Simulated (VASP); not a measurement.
Here is the system:

```
Se
1.0
    2.25222    -3.90096     0.00000
    2.25222     3.90096     0.00000
    0.00000     0.00000     4.98791
Se
3
Direct
  0.00000   0.21728   0.66667
  0.78272   0.78272   0.00000
  0.21728   0.00000   0.33333
```

Level of theory: r2SCAN meta-GGA, VASP's PBE PAW potentials (set 64) (plane waves; VASP). Settings: 520 eV cut-off, 6×6×5 Γ-centred mesh, tetrahedra with Blöchl corrections, potentials Se.

Q: Predict the energy per atom (σ→0), band gap (over mesh and band path) with the smallest direct gap where there is one.

A: 
```yaml
band gap (over mesh and band path): 1.32 eV
smallest direct gap (over mesh and band path): 1.53 eV
energy per atom (σ→0): -14.310 eV/atom
```

The compound is Se in the trig structure. It was relaxed first, which changed the volume by +7 %.
